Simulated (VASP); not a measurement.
Given:

```
CuZn
1.0
    2.96886     0.00000     0.00000
    0.00000     2.96886     0.00000
    0.00000     0.00000     2.96886
Zn Cu
1 1
Direct
  0.50000   0.50000   0.50000
  0.00000   0.00000   0.00000
```

Level of theory: PBE GGA, VASP's PBE PAW potentials (set 64) (plane waves; VASP). Numerical set-up: 500 eV cut-off, 12×12×12 Γ-centred mesh, first-order Methfessel-Paxton smearing of 0.10 eV, potentials Zn Cu.

Energy and stress use the plane-wave basis of the starting cell.

Q: The ions, cell shape and volume at an external pressure of 5.0 GPa are relaxed. Predict the relaxed structure.

A: 
```
CuZn
1.0
    2.93008     0.00000     0.00000
    0.00000     2.93008     0.00000
    0.00000     0.00000     2.93008
Zn Cu
1 1
Direct
  0.50000   0.50000   0.50000
  0.00000   0.00000   0.00000
```
Space group Pm-3m (221), at a tolerance of 0.03 Å.

Q: How do energy and volume change from the first to the last step?

A: The energy (σ→0) changes by +7.7 meV/atom and the volume by -3.9 %, in 3 ionic steps.

```
step  E(σ→0) (eV)  max force (eV/Å)  pressure (GPa)  volume (Å³)
----  -----------  ----------------  --------------  -----------
1         -5.0102             0.000            0.11        26.17
2         -4.9761             0.000            7.83        24.69
3         -4.9948             0.000            5.10        25.16
```

The compound is CuZn in the CsCl type structure. This run relaxes it under an external pressure of 5 GPa. Symmetry was kept, so distortions that lower it aren't found. The electron count is odd and the run is not spin-polarised, which forces a metal.
